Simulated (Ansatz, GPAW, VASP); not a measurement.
# CsZn4P3 (P4/mmm, 8 atoms in the cell) computed with different codes at matched settings

Self-consistent single point.

```xyz
8
Lattice="3.9567 0.0000 0.0000 0.0000 3.9567 0.0000 0.0000 0.0000 10.1810" Properties=species:S:1:pos:R:3 pbc="T T T"
Cs     0.0000     0.0000     5.0905
Zn     1.9783     0.0000     8.6380
Zn     1.9783     0.0000     1.5430
Zn     0.0000     1.9783     8.6380
Zn     0.0000     1.9783     1.5430
P      1.9783     1.9783     7.3986
P      1.9783     1.9783     2.7825
P      0.0000     0.0000     0.0000
```

All programs got the same cell, k-point mesh and kind of occupations (in Ansatz's words: kpoints.mp_grid.grid = 4 4 2; scf.occupations.method = fermi_dirac; scf.occupations.width = 0.1 eV); potentials, basis and cutoffs are each program's usual ones.

| code | model | pressure (GPa) | largest force (eV/Å) | cutoff |
|---|---|---|---|---|
| VASP | LDA (PZ), VASP's LDA PAW potentials (set 64) | 1.32 | 0.511 | 300 eV |
| GPAW | LDA (Perdew-Wang 92), GPAW PAW datasets LDA (gpaw-data 1.0.1) | 1.06 | 0.446 | 800 eV |
| Ansatz | LDA (PW92), PAW files made with PBE | 1.16 | 0.485 | 420 eV |

Size of the force on each atom (eV/Å): Sizes of forces hide their directions.

```json
[
 {"code": "VASP", "Cs1": "0.000", "Zn2": "0.239", "Zn3": "0.239", "Zn4": "0.239", "Zn5": "0.239", "P6": "0.511", "P7": "0.511", "P8": "0.000"},
 {"code": "GPAW", "Cs1": "0.000", "Zn2": "0.233", "Zn3": "0.233", "Zn4": "0.233", "Zn5": "0.233", "P6": "0.446", "P7": "0.446", "P8": "0.000"},
 {"code": "Ansatz", "Cs1": "0.000", "Zn2": "0.237", "Zn3": "0.237", "Zn4": "0.237", "Zn5": "0.237", "P6": "0.485", "P7": "0.485", "P8": "0.000"}
]
```

No clean gap comes from VASP, GPAW and Ansatz (a first-principles code): levels at the Fermi energy touch, overlap or are partly filled at this smearing.

The spread over the programs that give each value: pressure within 0.26 GPa; largest force within 0.065 eV/Å.

The starting cell comes from a database of computed structures (which also holds hypothetical and non-ambient phases and stackings), without a prior relaxation at this level. Its lattice was rescaled by a random factor within 2.5 % of one. On Ansatz's run: The run gives no clean gap (levels at the Fermi energy touch, overlap or are partly filled at this smearing), which alone does not show that the compound is a metal. Without a gap this mesh is coarse (it stands for a supercell whose shortest vector is 16 Å).

Q: Why do the programs differ, and what cannot be compared?

A: Differences of this kind can come from the potentials, where these differ, and from what each basis and cutoff leave unconverged. The zero of total energies and Fermi levels follows the potentials and each program's conventions, so they are not compared here. Ansatz's pressure is given at a fixed set of plane waves, as the other plane-wave codes print theirs; with its correction for the finite basis it is 1.19 GPa. The same LDA comes in different parametrisations, which differ slightly.

The shared mesh is coarse (it stands for a supercell whose shortest vector is 16 Å), so the values are not converged in it.

VASP's run is marked for a possible Pulay error in its stress at this cutoff; no cutoff test was made.

Left out of this page: Quantum ESPRESSO, CP2K, Elk and SIESTA (not drawn, or without a comparable value); ABINIT and FLEUR (with a known weakness of the program).

Keys are those of Ansatz 0.2.
